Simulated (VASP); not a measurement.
Data:

```
WC
1.0
    1.45263    -2.54099     0.00000
    1.45263     2.54099     0.00000
    0.00000     0.00000     2.76869
W C
1 1
Direct
  0.00000   0.00000   0.00000
  0.35888   0.69221   0.50000
```

Level of theory: PBE GGA + U (Dudarev), VASP's PBE PAW potentials (set 64) (plane waves; VASP 6.6.1). Run with 520 eV cut-off, 13×13×12 Γ-centred mesh, first-order Methfessel-Paxton smearing of 0.10 eV, potentials W_sv C, U − J: W 5.00 eV.

Unless said otherwise, spin-orbit coupling is left out, though it shifts the bands of the heavy elements here.

Q: What does the run give for the energy per atom (σ→0), pressure, largest force, band gap (on the k-mesh) with the smallest direct gap where there is one?

A: 
```
Item                                                        Result
------------------------  ----------------------------------------
band gap (on the k-mesh)  none (metal, semimetal or under 0.01 eV)
energy per atom (σ→0)                               -8.359 eV/atom
pressure                                                 27.41 GPa
largest force                                           1.302 eV/Å
```

The absolute energy has meaning only against runs of the same code, potentials and settings.

The compound is WC in the wc structure. The cell was not relaxed at this level, atoms are displaced from their ideal sites. The run is one of a series of settings (LDAU = .TRUE., LDAUJ = 0 0, LDAUL = 2 -1, LDAUTYPE = 2, LDAUU = 5.0 0, LMAXMIX = 2 against the base run), some of them coarse on purpose.
